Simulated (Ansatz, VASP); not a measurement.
## One calculation of KCaF3, two programs

```
CELL_PARAMETERS angstrom
4.86871 0.00000 0.00000
0.00000 4.86871 0.00000
0.00000 0.00000 3.79759
ATOMIC_POSITIONS crystal
K 0.50000 0.50000 0.50000
Ca 0.00000 0.00000 0.00000
F 0.00000 0.50000 0.00000
F 0.00000 0.00000 0.50000
F 0.50000 0.00000 0.00000
```

Alike in both runs: task single point; functional LDA; k mesh 6 × 6 × 6; occupations gaussian, width 0.05 eV; no spin polarisation.

|  | VASP | Ansatz |
| --- | --- | --- |
| version | VASP 6.6.1 | Ansatz 0.2.0 |
| potentials or method | VASP PAW LDA potentials, release 64 (K_sv, Ca_sv, F) | scalar-relativistic, plane waves, PAW |
| plane-wave cutoff (eV) | 520 | 420 |
| valence electrons in the cell | 40 | 40 |

|  | VASP | Ansatz | Ansatz less VASP |
| --- | --- | --- | --- |
| gap on the k mesh at the Fermi level (eV) | 5.32 | 5.37 | +0.048 |
| least direct gap on the mesh (eV) | 5.32 | 5.37 | +0.048 |
| pressure (GPa) | 2.2 | 1.7 | -0.44 |
| largest component of the traceless stress (GPa) | 23.64 | 22.74 | -0.908 |

A k mesh can miss the band edges. As with any semilocal functional, this LDA gap is likely too small.
